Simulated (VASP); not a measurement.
All values below come from r2SCAN meta-GGA, VASP's PBE PAW potentials (set 64) (plane waves; VASP).

The input files of a VASP run:

**KPOINTS**
```
Automatic
0
Gamma
  13 13 13
0 0 0
```

INCAR:
```
! general
SYSTEM =Ru
PREC   =Accurate
ENCUT  =400
LREAL  =F   ! projection in real space or not
LASPH  =T   ! aspherical one-centre terms

! electronic loop
EDIFF  =1E-7
NELM   =100   ! most electronic steps
ALGO   =Normal
LMAXMIX=4   ! l cut-off of mixed one-centre charges
LMIXTAU=T

! smearing
ISMEAR =-5

! functional
METAGGA=R2SCAN

! ions
ISIF   =2   ! forces and stress, cell fixed

! output
LWAVE  =F
LCHARG =F
LORBIT =11
NEDOS  =601   ! DOS grid
```

File POSCAR:
```
Ru
5.4159180
  0.0000000000   0.4999999977   0.4999999977
  0.4999999977   0.0000000000   0.4999999977
  0.4999999977   0.4999999977   0.0000000000
Ru
2
Cartesian
  0.7499999965   0.7499999965   0.7499999965
  0.4999999977   0.4999999977   0.4999999977
```

### KPOINTS_OPT
```
k-points along high-symmetry lines
10
Line-mode
Reciprocal
  0.000000   0.000000   0.000000 ! GAMMA
  0.500000   0.000000   0.500000 ! X

  0.500000   0.000000   0.500000 ! X
  0.625000   0.250000   0.625000 ! U

  0.375000   0.375000   0.750000 ! K
  0.000000   0.000000   0.000000 ! GAMMA

  0.000000   0.000000   0.000000 ! GAMMA
  0.500000   0.500000   0.500000 ! L

  0.500000   0.500000   0.500000 ! L
  0.500000   0.250000   0.750000 ! W

  0.500000   0.250000   0.750000 ! W
  0.500000   0.000000   0.500000 ! X
```

POTCAR, in this order: Ru_pv (PBE.64 set). Program: vasp_std.

The resulting files:

OSZICAR:
```
       N       E                     dE             d eps       ncg     rms          rms(c)
DAV:   1     0.210002471095E+03    0.21000E+03   -0.16423E+04  3144   0.138E+03
DAV:   2    -0.522231869723E+02   -0.26223E+03   -0.25731E+03  3156   0.437E+02
DAV:   3    -0.584270250653E+02   -0.62038E+01   -0.60827E+01  3502   0.695E+01
DAV:   4    -0.585119687364E+02   -0.84944E-01   -0.84903E-01  3850   0.711E+00
DAV:   5    -0.585135836946E+02   -0.16150E-02   -0.16157E-02  3640   0.862E-01    0.170E+01
DAV:   6    -0.486054089657E+02    0.99082E+01   -0.11896E+01  3128   0.354E+01    0.226E+00
DAV:   7    -0.485164464367E+02    0.88963E-01   -0.11286E+00  3092   0.884E+00    0.172E+00
DAV:   8    -0.484228074009E+02    0.93639E-01   -0.40933E-01  3066   0.463E+00    0.823E-01
DAV:   9    -0.484625798662E+02   -0.39772E-01   -0.27132E-01  3118   0.301E+00    0.176E-01
DAV:  10    -0.484995946791E+02   -0.37015E-01   -0.12378E-02  3154   0.917E-01    0.109E-01
DAV:  11    -0.485351634272E+02   -0.35569E-01   -0.64813E-02  3148   0.130E+00    0.108E-01
DAV:  12    -0.485343317350E+02    0.83169E-03   -0.91210E-04  3352   0.270E-01    0.717E-02
DAV:  13    -0.485355460368E+02   -0.12143E-02   -0.28950E-04  3284   0.109E-01    0.502E-02
DAV:  14    -0.485380324884E+02   -0.24865E-02   -0.11855E-03  3238   0.201E-01    0.180E-02
DAV:  15    -0.485385608031E+02   -0.52831E-03   -0.62418E-04  3270   0.134E-01    0.192E-02
DAV:  16    -0.485385598562E+02    0.94688E-06   -0.40701E-05  3228   0.452E-02    0.763E-03
DAV:  17    -0.485385607498E+02   -0.89364E-06   -0.10855E-05  3500   0.253E-02    0.450E-03
DAV:  18    -0.485385659246E+02   -0.51748E-05   -0.25722E-06  3208   0.108E-02    0.329E-03
DAV:  19    -0.485385660194E+02   -0.94771E-07   -0.61551E-07  3248   0.694E-03
   1 F= -.48538566E+02 E0= -.48538566E+02  d E =0.000000E+00
       N       E                     dE             ncg
```

**OUTCAR**
```
------------------------ aborting loop because EDIFF is reached ----------------------------------------
  FORCE on cell =-STRESS in cart. coord.  units (eV):
  Direction    XX          YY          ZZ          XY          YZ          ZX
  --------------------------------------------------------------------------------------
  Total       -0.0112143     -0.0112143     -0.0112143      0.0000000      0.0000000      0.0000000
  in kB       -0.4524028     -0.4524028     -0.4524028      0.0000000      0.0000000      0.0000000
  external PRESSURE =      -0.4524028 kB  Pullay stress =       0.0000000 kB
  volume of cell :       39.72
      direct lattice vectors                 reciprocal lattice vectors
     0.000000000  2.707958987  2.707958987    -0.184640906  0.184640906  0.184640906
     2.707958987  0.000000000  2.707958987     0.184640906 -0.184640906  0.184640906
     2.707958987  2.707958987  0.000000000     0.184640906  0.184640906 -0.184640906
 POSITION                                       TOTAL-FORCE (eV/Angst)
 -----------------------------------------------------------------------------------
      4.06194      4.06194      4.06194         0.000000      0.000000      0.000000
      2.70796      2.70796      2.70796        -0.000000     -0.000000     -0.000000
 -----------------------------------------------------------------------------------
    total drift:                                0.000000      0.000000      0.000000
  FREE ENERGIE OF THE ION-ELECTRON SYSTEM (eV)
  ---------------------------------------------------
  free  energy   TOTEN  =       -48.5385660194 eV

  energy  without entropy=      -48.5385660194  energy(sigma->0) =      -48.53856602

 total charge

# of ion       s       p       d       tot
------------------------------------------
    1        0.461   6.215   6.119  12.795
    2        0.461   6.215   6.119  12.795
--------------------------------------------------
tot          0.921  12.430  12.238  25.590
```
(Selected blocks of OUTCAR.)

For a metal the tetrahedron method with Blöchl corrections gives inexact stress and forces.

The structure was generated: Ru was put into the diamond type (Fd-3m), which need not be its known phase. It was relaxed first, which changed the volume by +5 %.
